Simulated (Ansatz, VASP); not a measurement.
## Two plane-wave programs on Al2Si

```
Al Si
1.0
     2.88206    0.00000    0.00000
     0.00000    2.88206    0.00000
     0.00000    0.00000    6.24984
Al Si
2 1
Cartesian
  1.4410 1.4410 1.8132
  1.4410 1.4410 4.4366
  0.0000 0.0000 0.0000
```

Change from the starting cell: species swapped into the Ga2Cu type (P4/mmm, No. 123).

Alike in both runs: functional PBE; k mesh 6 × 6 × 4; occupations gaussian, width 0.1 eV; no spin polarisation.

Ansatz relaxed the structure, and its values are those at the end. VASP's run is a single point on that final structure, the one shown.

```csv
,VASP,Ansatz
version,VASP 6.6.1,Ansatz 0.2.0
potentials or method,"VASP PAW PBE potentials, release 64 (Al, Si)","scalar-relativistic, plane waves, PAW"
plane-wave cutoff (eV),520,420
valence electrons in the cell,10,10
```

|  | VASP | Ansatz | Ansatz less VASP |
| --- | --- | --- | --- |
| gap on the k mesh at the Fermi level (eV) | none | none | - |
| pressure (GPa) | -0.1 | 0.0 | +0.04 |
| rms of the force components (eV/Å) | 0.005 | 0.004 | -0.0010 |

A gap of «none» marks a metal or a gap that the smearing closes.

Caveats: the k mesh is coarse (spacing up to 0.36 Å⁻¹), so the values aren't converged.
